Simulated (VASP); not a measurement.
# OsO (P6/mmm) in VASP: density of states with HSEsol+D4

Aim: the density of states of OsO with HSEsol+D4.

Everything below comes from runs of VASP 6.6.1. Logs are shortened: lines on timing, memory, paths and dates and some standing lists are left out, and cuts for length are marked.

## 1. Starting point

It takes space group P6/mmm (No. 191, hexagonal). The conventional cell has a = 3.321 Å, b = 3.321 Å, c = 4.659 Å, α = 90.00°, β = 90.00°, γ = 120.00°. Os (site symmetry 6/mmm) has 2 O at 2.33 Å as nearest neighbours. Around O (site symmetry 6/mmm) lie 2 Os at 2.33 Å.

The cell was built by a generator and needn't be a form met in nature.

## 2. Density of states, HSEsol+D4

POSCAR reads:

```
OsO
3.3211
    1.000005046521      0.000000000000      0.000000000000
   -0.500002523260      0.866029773268      0.000000000000
    0.000000000000      0.000000000000      1.402858360182
Os O
1 1
Direct
    0.0000000000      0.0000000000      0.5000000000
    0.0000000000      0.0000000000      0.0000000000
```

INCAR.step1 reads:

```
ALGO     = Normal         # electronic algorithm
EDIFF    = 1E-5           # SCF threshold, eV
ENCUT    = 520            # plane-wave cutoff, eV
GGA      = PE             # functional
ISIF     = 2              # what is computed and relaxed
ISMEAR   = -1             # smearing method
LASPH    = F              # aspherical terms in the spheres
LCHARG   = F              # write CHGCAR
LMAXMIX  = 4              # l up to which the mixer works
LREAL    = F              # projectors in reciprocal space
LWAVE    = T              # write WAVECAR
NBANDS   = 14             # bands
NELM     = 60             # most SCF steps
PREC     = Accurate       # precision mode
SIGMA    = 0.02           # smearing width, eV
```

INCAR.step2 reads:

```
ALGO     = Normal         # electronic algorithm
EDIFF    = 1E-6           # SCF threshold, eV
ENCUT    = 520            # plane-wave cutoff, eV
GGA      = PS             # functional
HFSCREEN = 0.2            # screening, 1/A
ISIF     = 2              # what is computed and relaxed
ISMEAR   = -5             # smearing method
ISTART   = 1            
IVDW     = 13             # dispersion correction
LASPH    = F              # aspherical terms in the spheres
LCHARG   = F              # write CHGCAR
LHFCALC  = T              # exact exchange
LMAXMIX  = 4              # l up to which the mixer works
LORBIT   = 10             # projections on sites
LREAL    = F              # projectors in reciprocal space
LWAVE    = F              # write WAVECAR
NBANDS   = 14             # bands
NEDOS    = 2001           # points of the DOS
NELM     = 60             # most SCF steps
PREC     = Accurate       # precision mode
PRECFOCK = Normal       
SIGMA    = 0.02           # smearing width, eV
VDW_A1   = 0.45646268   
VDW_A2   = 5.59662251   
VDW_S6   = 1.0          
VDW_S8   = 1.82207807
```

KPOINTS reads:

```
k-points
0
Gamma
  5 5 3
```

Potentials or basis: VASP PAW PBE potentials, release 64 (Os, O).

Started as:

```console
> cat potpaw_PBE.64/Os/POTCAR potpaw_PBE.64/O/POTCAR > POTCAR
> cp INCAR.step1 INCAR
> mpirun -np 1 vasp_std > vasp.out
> cp INCAR.step2 INCAR
> mpirun -np 1 vasp_std > vasp.out
```

OUTCAR:

```text
EDIFF = 1E-6
   ENCUT = 520
   GGA = PS
   HFSCREEN = 0.2
   ISIF = 2
   ISMEAR = -5
   ISTART = 1
   IVDW = 13
   LASPH = F
   LHFCALC = T
   LORBIT = 10
   LREAL = F
   NELM = 60
   PREC = Accurate
   PRECFOCK = Normal

 ion  position               nearest neighbor table
   1  0.000  0.000  0.500-   2 2.33   2 2.33
   2  0.000  0.000  0.000-   1 2.33   1 2.33

  LATTYP: Found a hexagonal cell.
 ALAT       =     3.3211167600
 C/A-ratio  =     1.4028512807

  Lattice vectors:

 A1 = (   3.3211167600,   0.0000000000,   0.0000000000)
 A2 = (  -1.6605583800,   2.8761714800,   0.0000000000)
 A3 = (   0.0000000000,   0.0000000000,   4.6590329000)

Analysis of symmetry for initial positions (statically):
=====================================================================
 Subroutine PRICEL returns:
 Original cell was already a primitive cell.

 Routine SETGRP: Setting up the symmetry group for a
 hexagonal supercell.

 Subroutine GETGRP returns: Found 24 space group operations
 (whereof 24 operations were pure point group operations)
 out of a pool of 24 trial point group operations.

The static configuration has the point symmetry D_6h.

Analysis of symmetry for dynamics (positions and initial velocities):
=====================================================================
 Subroutine PRICEL returns:
 Original cell was already a primitive cell.

 Routine SETGRP: Setting up the symmetry group for a
 hexagonal supercell.

 Subroutine GETGRP returns: Found 24 space group operations
 (whereof 24 operations were pure point group operations)
 out of a pool of 24 trial point group operations.

The dynamic configuration has the point symmetry D_6h.

 Subroutine INISYM returns: Found 24 space group operations
 (whereof 24 operations are pure point group operations),
 and found     1 'primitive' translations

----------------------------------------------------------------------------------------

                                     Primitive cell

  volume of cell :      44.5036

  direct lattice vectors                    reciprocal lattice vectors
     3.321116760  0.000000000  0.000000000     0.301103536  0.173842208  0.000000000
    -1.660558380  2.876171480  0.000000000     0.000000000  0.347684416  0.000000000
     0.000000000  0.000000000  4.659032900     0.000000000  0.000000000  0.214636819

[... 95 lines left out ...]
   GGA     = PS    functional components
   LHFCALC =     T    Hartree Fock is set to
   PRECFOCK=normal    Normal, Fast or Accurate (Low or Medium for compatibility)
   ENCUT4O =  -1.0   cutoff for four orbital integrals eV
   NKREDX  =     1    reduce k-point grid by
   NKREDY  =     1    reduce k-point grid by
   NKREDZ  =     1    reduce k-point grid by
   AEXX    =    0.2500 exact exchange contribution
   HFSCREEN=    0.2000 screening length (either q_TF or 0.3 A-1)
   HFSCREENC=   0.2000 screening length for correlation (either q_TF or 0.3 A-1)
   ENCUTFOCK=  -1.0 apply spherical cutoff to Coloumb kernel
   IVDW    =    13    specifies the selected vdW correction
   LEPSILON=     F    determine dielectric tensor
   LRPA    =     F    only Hartree local field effects (RPA)
 non-spin polarized calculation
 Fermi weights with tetrahedron method with Bloechl corrections
  energy-cutoff  :      520.00
  volume of cell :       44.50
 maximum number of plane-waves:      1241
 NGX is ok and might be reduce to    28
  NGX = 20; NGY = 20; NGZ = 28

 number of electron      14.0000002 magnetization

 Free energy of the ion-electron system (eV)
  ---------------------------------------------------
  ext. energy  EPLUGINS =         0.00000000
  ---------------------------------------------------
  free energy    TOTEN  =       -14.76713730 eV

  energy without entropy =      -14.76713730  energy(sigma->0) =      -14.76713730

 E-fermi :  -0.6059     XC(G=0):  -7.8948

 val. band max:       -0.7680674266   @ k =   0.2000   0.2000   0.3333
 cond. band min:      -0.7757739315   @ k =   0.4000   0.2000   0.0000
 fundamental gap:     -0.0077065049
 Fermi energy:        -0.6059071214

 k-point     1 :       0.0000    0.0000    0.0000
  band No.  band energies     occupation
      1     -19.1677      2.00000
      2      -4.9770      2.00000
      3      -3.9730      2.00000
      4      -2.0809      2.00000
      5      -2.0218      2.00000
      6      -1.7579      2.00000
      7      -1.3493      2.00000
      8      -1.2161      2.09773
      9      -0.3050      0.02617
     10       0.6565      0.00000
     11       7.9556      0.00000
     12      10.8347      0.00000
     13      14.7226      0.00000
     14      18.7023      0.00000
[... 139 lines left out ...]
      1     -18.7472      2.00000
      2      -5.3164      2.00000
      3      -4.1813      2.00000
      4      -3.2811      2.00000
      5      -2.8347      2.00000
      6      -1.2732      2.00000
      7      -0.7913      1.69685
      8       0.2340     -0.07608
      9       1.7807      0.00000
     10       4.5493      0.00000
     11       6.1123      0.00000
     12       9.1679      0.00000
     13      11.4619      0.00000
     14      12.7868      0.00000

------------------------ aborting loop because EDIFF is reached ----------------------------------------

  DFT-D4 for vdW energy calculation

  Edisp (eV):   -0.36383

  FORCE on cell =-STRESS in cart. coord.  units (eV):
  Direction    XX          YY          ZZ          XY          YZ          ZX
  --------------------------------------------------------------------------------------
  -------------------------------------------------------------------------------------
  Total      -7.61604    -7.61604   -24.47417    -0.00000     0.00000    -0.00000
  in kB    -274.18598  -274.18598  -881.09716    -0.00000     0.00000    -0.00000
  external pressure =     -476.49 kB  Pullay stress =        0.00 kB

 VOLUME and BASIS-vectors are now :
 -----------------------------------------------------------------------------
  energy-cutoff  :      520.00
  volume of cell :       44.50
      direct lattice vectors                 reciprocal lattice vectors
     3.321116760  0.000000000  0.000000000     0.301103536  0.173842208  0.000000000
    -1.660558380  2.876171480  0.000000000     0.000000000  0.347684416  0.000000000
     0.000000000  0.000000000  4.659032900     0.000000000  0.000000000  0.214636819

 POSITION                                       TOTAL-FORCE (eV/Angst)
 -----------------------------------------------------------------------------------
      0.00000      0.00000      2.32952         0.000000      0.000000      0.000000
      0.00000      0.00000      0.00000        -0.000000      0.000000      0.000000
 -----------------------------------------------------------------------------------
    total drift:                                0.000008      0.000004     -0.000001

  FREE ENERGIE OF THE ION-ELECTRON SYSTEM (eV)
  ---------------------------------------------------
  free  energy   TOTEN  =       -15.1309720258 eV

  energy  without entropy=      -15.1309720258  energy(sigma->0) =      -15.13097203

 total charge

# of ion       s       p       d       tot
------------------------------------------
    1        0.405   0.208   5.547   6.160
    2        1.576   3.137   0.000   4.713
--------------------------------------------------
tot          1.981   3.346   5.547  10.874
```

OSZICAR.step1:

```text
N       E                     dE             d eps       ncg     rms          rms(c)
DAV:   1     0.599223947901E+02    0.59922E+02   -0.60273E+03   280   0.876E+02
DAV:   2    -0.112004898277E+02   -0.71123E+02   -0.63302E+02   310   0.214E+02
DAV:   3    -0.162513649693E+02   -0.50509E+01   -0.48312E+01   358   0.492E+01
DAV:   4    -0.162954160225E+02   -0.44051E-01   -0.43980E-01   316   0.518E+00
DAV:   5    -0.162956799292E+02   -0.26391E-03   -0.26390E-03   364   0.409E-01    0.130E+01
DAV:   6    -0.198805189016E+02   -0.35848E+01   -0.67635E+01   360   0.355E+01    0.268E+01
DAV:   7    -0.127906525251E+02    0.70899E+01   -0.38188E+01   356   0.231E+01    0.579E+00
DAV:   8    -0.120830996570E+02    0.70755E+00   -0.20345E+00   318   0.781E+00    0.185E+00
DAV:   9    -0.120194171317E+02    0.63683E-01   -0.47674E-01   364   0.304E+00    0.859E-01
DAV:  10    -0.120153754668E+02    0.40417E-02   -0.37101E-02   322   0.108E+00    0.274E-01
DAV:  11    -0.120149545394E+02    0.42093E-03   -0.33585E-03   322   0.285E-01    0.153E-01
DAV:  12    -0.120149474411E+02    0.70983E-05   -0.10704E-03   292   0.251E-01    0.421E-02
DAV:  13    -0.120149780915E+02   -0.30650E-04   -0.28777E-04   310   0.893E-02    0.594E-02
DAV:  14    -0.120149599685E+02    0.18123E-04   -0.56485E-05   224   0.351E-02    0.197E-02
DAV:  15    -0.120149539736E+02    0.59949E-05   -0.50094E-05   236   0.302E-02
   1 F= -.12014954E+02 E0= -.12009893E+02  d E =-.101218E-01
```

Run time: 20 min. Hardware: 1 thread of Intel Xeon 6975P-C (Granite Rapids), shared host; peak memory 0.27 GiB.

What came out:

```
Free energy                                           : -15.1310 eV
Pressure                                              : -47.6 GPa
Band gap on the k mesh                                : none (metal or under the smearing width)
Valence electrons inside the program's atomic spheres : Os 6.16; O 4.71
Dispersion energy per atom                            : -0.182 eV
```

Levels at points of the mesh, in eV from the Fermi level:
| k point | band 3 | band 4 | band 5 | band 6 | band 7 | band 8 | band 9 | band 10 | band 11 | band 12 |
| --- | --- | --- | --- | --- | --- | --- | --- | --- | --- | --- |
| (0.00, 0.00, 0.00) | -3.37 | -1.47 | -1.42 | -1.15 | -0.74 | -0.61 | 0.30 | 1.26 | 8.56 | 11.44 |

States per cell in windows of 0.5 eV (zero at the Fermi level; states under -8 eV left out):
```tsv
from (eV)	total	Os1_d	O2_p	Os1_s	Os1_p	O2_s	O2_d
-8.0	0.00	0.00	0.00	0.00	0.00	0.00	0.00
-7.5	0.00	0.00	0.00	0.00	0.00	0.00	0.00
-7.0	0.00	0.00	0.00	0.00	0.00	0.00	0.00
-6.5	0.00	0.00	0.00	0.00	0.00	0.00	0.00
-6.0	0.00	0.00	0.00	0.00	0.00	0.00	0.00
-5.5	0.23	0.03	0.09	0.04	0.00	0.00	0.00
-5.0	0.80	0.17	0.33	0.08	0.02	0.00	0.00
-4.5	0.38	0.08	0.14	0.04	0.01	0.00	0.00
-4.0	0.85	0.25	0.28	0.05	0.02	0.00	0.00
-3.5	1.62	0.42	0.55	0.08	0.06	0.00	0.00
-3.0	1.47	0.62	0.41	0.03	0.02	0.00	0.00
-2.5	1.59	0.91	0.30	0.02	0.02	0.00	0.00
-2.0	1.59	0.94	0.31	0.02	0.01	0.00	0.00
-1.5	1.18	0.62	0.27	0.03	0.02	0.00	0.00
-1.0	1.34	0.80	0.29	0.01	0.02	0.00	0.00
-0.5	1.18	0.80	0.22	0.00	0.01	0.00	0.00
0.0	1.18	0.82	0.20	0.01	0.01	0.00	0.00
0.5	1.35	0.93	0.20	0.02	0.02	0.00	0.00
1.0	0.94	0.63	0.16	0.03	0.01	0.00	0.00
1.5	0.33	0.22	0.04	0.03	0.01	0.00	0.00
2.0	0.21	0.12	0.02	0.03	0.01	0.01	0.00
2.5	0.17	0.06	0.02	0.03	0.01	0.01	0.00
3.0	0.22	0.07	0.03	0.04	0.02	0.01	0.00
3.5	0.26	0.08	0.03	0.04	0.02	0.01	0.00
4.0	0.64	0.22	0.12	0.06	0.06	0.01	0.00
4.5	0.39	0.11	0.05	0.04	0.06	0.01	0.00
5.0	0.16	0.03	0.01	0.02	0.04	0.00	0.00
5.5	0.03	0.00	0.00	0.00	0.01	0.00	0.00
6.0	0.08	0.01	0.01	0.02	0.01	0.00	0.00
6.5	0.17	0.02	0.02	0.04	0.03	0.00	0.00
7.0	0.34	0.04	0.03	0.09	0.05	0.01	0.00
7.5	0.38	0.04	0.04	0.07	0.06	0.01	0.00
```

Caveat: the k mesh is coarse (spacing up to 0.45 Å⁻¹), so the values aren't converged, least of all with exact exchange; a pressure of tens of GPa on the cell as given is suspect, and the run, the potentials or the cell itself is likely at fault; the PAW data sets were made with another functional, which shifts forces and pressure a little; pairwise dispersion overbinds metals, which lowers pressure and volume; tetrahedron occupations give inexact forces and stress in metals. Spin-orbit coupling is left out, which matters for the levels of Os.

## 3. The reference run

An earlier run on the cell as given: functional PBE; potentials or basis VASP PAW PBE potentials, release 64 (Os, O); cutoff 520 eV; k mesh 9 × 9 × 6; occupations fermi-dirac, width 0.05 eV; no spin polarisation.

* Pressure: -40.1 GPa
* Band gap on the k mesh: none (metal or under the smearing width)
